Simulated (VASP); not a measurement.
VASP ran on this input.

### INCAR
```
SYSTEM = Nb
PREC = Accurate
ENCUT = 400
EDIFF = 1E-6
NELM = 100
ALGO = Normal
LREAL = .FALSE.
LASPH = .TRUE.
ISMEAR = 0
SIGMA = 0.001
GGA = PE
LMAXMIX = 4
LWAVE = .FALSE.
LCHARG = .FALSE.
ISIF = 2
```

File POSCAR:
```
Nb
1
   -1.6830000000     1.6830000000     1.6830000000
    1.6830000000    -1.6830000000     1.6830000000
    1.6830000000     1.6830000000    -1.6830000000
Nb
1
Direct
  0.0000000000   0.0000000000   0.0000000000
```

**KPOINTS**
```
Automatic mesh
0
Gamma
3 3 3
0 0 0
```

POTCAR, in this order: Nb_sv (PBE.64 set). Program: vasp_std.

Output

File standard output:
```
 POSCAR found type information on POSCAR Nb
 POSCAR found :  1 types and       1 ions
 Reading from existing POTCAR
 Reading from existing POTCAR
 LDA part: xc-table for (Slater+PW92), standard interpolation
 POSCAR, INCAR and KPOINTS ok, starting setup
 WAVECAR not read
 entering main loop
       N       E                     dE             d eps       ncg     rms          rms(c)
DAV:   1     0.916368496904E+02    0.91637E+02   -0.63246E+03    80   0.104E+03
DAV:   2    -0.760464677986E+01   -0.99241E+02   -0.97495E+02    90   0.368E+02
DAV:   3    -0.106603941953E+02   -0.30557E+01   -0.29914E+01   106   0.580E+01
DAV:   4    -0.108010496164E+02   -0.14066E+00   -0.14005E+00    94   0.131E+01
DAV:   5    -0.108224874572E+02   -0.21438E-01   -0.21436E-01   150   0.335E+00    0.701E+00
DAV:   6    -0.103388822525E+02    0.48361E+00   -0.94549E-01   124   0.120E+01    0.240E+00
DAV:   7    -0.102655682666E+02    0.73314E-01   -0.32924E-01   124   0.679E+00    0.103E+00
DAV:   8    -0.102679523199E+02   -0.23841E-02   -0.11823E-02    88   0.166E+00    0.519E-02
DAV:   9    -0.102679807087E+02   -0.28389E-04   -0.73515E-04   128   0.316E-01    0.271E-02
DAV:  10    -0.102679941570E+02   -0.13448E-04   -0.16014E-05    88   0.589E-02    0.799E-03
DAV:  11    -0.102679889198E+02    0.52373E-05   -0.44822E-06    92   0.311E-02    0.151E-03
DAV:  12    -0.102679893373E+02   -0.41755E-06   -0.11097E-07    46   0.466E-03
   1 F= -.10267989E+02 E0= -.10267865E+02  d E =-.249382E-03
```

OUTCAR:
```
------------------------ aborting loop because EDIFF is reached ----------------------------------------
  FORCE on cell =-STRESS in cart. coord.  units (eV):
  Direction    XX          YY          ZZ          XY          YZ          ZX
  --------------------------------------------------------------------------------------
  Total       -0.9215732     -0.9215732     -0.9215732      0.0000000     -0.0000000      0.0000000
  in kB      -77.4333548    -77.4333548    -77.4333548      0.0000000     -0.0000000      0.0000000
  external PRESSURE =     -77.4333548 kB  Pullay stress =       0.0000000 kB
  volume of cell :       19.07
      direct lattice vectors                 reciprocal lattice vectors
    -1.683000000  1.683000000  1.683000000     0.000000000  0.297088532  0.297088532
     1.683000000 -1.683000000  1.683000000     0.297088532  0.000000000  0.297088532
     1.683000000  1.683000000 -1.683000000     0.297088532  0.297088532  0.000000000
 POSITION                                       TOTAL-FORCE (eV/Angst)
 -----------------------------------------------------------------------------------
      0.00000      0.00000      0.00000         0.000000      0.000000     -0.000000
 -----------------------------------------------------------------------------------
    total drift:                                0.000000     -0.000000      0.000000
  FREE ENERGIE OF THE ION-ELECTRON SYSTEM (eV)
  ---------------------------------------------------
  free  energy   TOTEN  =       -10.2679893373 eV

  energy  without entropy=      -10.2677399553  energy(sigma->0) =      -10.26786465
```
(Selected blocks of OUTCAR.)

Problem. The run ends quietly. Is anything wrong with it?

Solution. The cause: a metal was run with a tiny SIGMA on a coarse mesh. The run ends without an error. Against the sound run, the energy per atom (σ→0) falls by 0.083 eV/atom; the pressure increases by 0.38 GPa. To mend it, set ISMEAR = 1, set SIGMA = 0.1, correct KPOINTS.
**KPOINTS**
```
Automatic mesh
0
Gamma
11 11 11
0 0 0
```
The mended run (PBE GGA, plane waves, VASP's PBE PAW potentials (set 64)) converges, and its OSZICAR ends with
```
   1 F= -.10184545E+02 E0= -.10184645E+02  d E =0.300664E-03
```

The compound is Nb in the bcc structure. The cell was not relaxed at this level.
